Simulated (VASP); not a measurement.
**Cd3As2 (space group Pn-3m): computed properties**

Computed with PBEsol GGA, VASP's PBE PAW potentials (set 64) (plane waves; VASP).

For Cd3As2, the space group comes out as Pn-3m (224) and the cell is a = b = c = 6.3303 Å, α = β = γ = 90.00°. The volume per atom is 25.37 Å³/atom and the band gap (over mesh and band path) is none (metal, semimetal or under 0.01 eV). The density is 6.38 g/cm³.

Cd$_{3}$As$_{2}$ has the cubic space group Pn-3m, origin choice 1 (No. 224), Pearson symbol cP10. Cell: a = b = c = 6.330 Å, α = β = γ = 90.00°. Cd on 6d has 4 As at 2.741 Å and 4 Cd at 3.165 Å. As on 4b is surrounded by 6 Cd at 2.741 Å. (Neighbours: up to the widest gap in distance over summed covalent radii, below 1.35, at either atom; cation-cation and far metal-metal contacts left out.)

The structure comes from a computed database's Cd3As2 entry (Pn-3m); how it stands against other phases isn't given here. It was relaxed first, which changed the volume by -7 %. Symmetry was kept, so distortions that lower it aren't found.
